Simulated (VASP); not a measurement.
Computed with PBE GGA, VASP's PBE PAW potentials (set 64) (plane waves; VASP 6.6.1).

Input for VASP

INCAR:
```
ALGO=Normal
EDIFF=1E-6
ENCUT=400
GGA=PE
ISIF=2
ISMEAR=-1
LASPH=T
LCHARG=F
LMAXMIX=4
LREAL=F
LWAVE=F
NELM=100
PREC=Accurate
SIGMA=0.02
SYSTEM=BaF2
```

KPOINTS:
```
Automatic mesh
0
Gamma
5 5 5
0 0 0
```

**POSCAR**
```
BaF2
6.20
  0.0000000000   0.5000000000   0.5000000000
  0.5000000000   0.0000000000   0.5000000000
  0.5000000000   0.5000000000   0.0000000000
Ba F
1 2
direct
  0.0000000000   0.0000000000   0.0000000000
  0.2500000000   0.2500000000   0.2500000000
  0.7500000000   0.7500000000   0.7500000000
```

File KPOINTS_OPT:
```
k-points along high-symmetry lines
10
Line-mode
Reciprocal
  0.000000   0.000000   0.000000 ! GAMMA
  0.500000   0.000000   0.500000 ! X

  0.500000   0.000000   0.500000 ! X
  0.625000   0.250000   0.625000 ! U

  0.375000   0.375000   0.750000 ! K
  0.000000   0.000000   0.000000 ! GAMMA

  0.000000   0.000000   0.000000 ! GAMMA
  0.500000   0.500000   0.500000 ! L

  0.500000   0.500000   0.500000 ! L
  0.500000   0.250000   0.750000 ! W

  0.500000   0.250000   0.750000 ! W
  0.500000   0.000000   0.500000 ! X
```

POTCAR, in this order: Ba_sv F (PBE.64 set). Program: vasp_std.

Q: What will the output report for the number of irreducible k-points (NKPTS), largest plane-wave count, number of space-group operations, FFT grid (NGX, NGY, NGZ)?

A: 
- number of irreducible k-points (NKPTS): 10
- largest plane-wave count: 1103
- number of space-group operations: 48
- FFT grid (NGX, NGY, NGZ): 30 × 30 × 30

The structure is a typed BaF2 crystal. The cell was not relaxed at this level.
